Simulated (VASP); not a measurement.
Consider the following.

```
CELL_PARAMETERS angstrom
      5.11071     0.00000     0.00000
      0.00000     5.11071     0.00000
      0.00000     0.00000     5.44524
ATOMIC_POSITIONS crystal
  Tl 0.00000 0.50000 0.00000
  Tl 0.50000 0.00000 0.50000
  As 0.00000 0.00000 0.25000
  As 0.00000 0.00000 0.75000
```

Computed with PBEsol GGA, VASP's PBE PAW potentials (set 64) (plane waves; VASP). Settings: 480 eV cut-off, 6×6×6 Γ-centred mesh, first-order Methfessel-Paxton smearing of 0.10 eV, potentials Tl_d As.

Unless said otherwise, spin-orbit coupling is left out, though it shifts the bands of the heavy elements here.

### Question
What does the run give for the energy per atom (σ→0), band gap (on the k-mesh) with the smallest direct gap where there is one?

### Answer

The band gap (on the k-mesh) is none (metal, semimetal or under 0.01 eV). The energy per atom (σ→0) is -3.443 eV/atom.

The structure was generated: TlAs was put into the PtS type (P4_2/mmc), which need not be its known phase. It was relaxed first.
